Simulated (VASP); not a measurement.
Given:

```xyz
2
Lattice="0.0000 2.4698 2.4698 2.4698 0.0000 2.4698 2.4698 2.4698 0.0000" Properties=species:S:1:pos:R:3 pbc="T T T"
Si     0.0000     0.0000     0.0000
Si     1.2349     1.2349     1.2349
```

The numbers are results of LDA (Ceperley-Alder, Perdew-Zunger), VASP's LDA PAW potentials (set 64) (plane waves; VASP), not measurements. Settings: 500 eV cut-off, 13×13×13 Γ-centred mesh, first-order Methfessel-Paxton smearing of 0.10 eV, potentials Si.

### Question
Estimate the energy per atom (σ→0), pressure, band gap (on the k-mesh) with the smallest direct gap where there is one.

### Answer

```json
{
  "band gap (on the k-mesh)": "none (metal, semimetal or under 0.01 eV)",
  "energy per atom (σ→0)": "-5438 meV/atom",
  "pressure": "44.90 GPa"
}
```

The compound is Si in the diamond structure. It was relaxed first under an external pressure of 45 GPa.
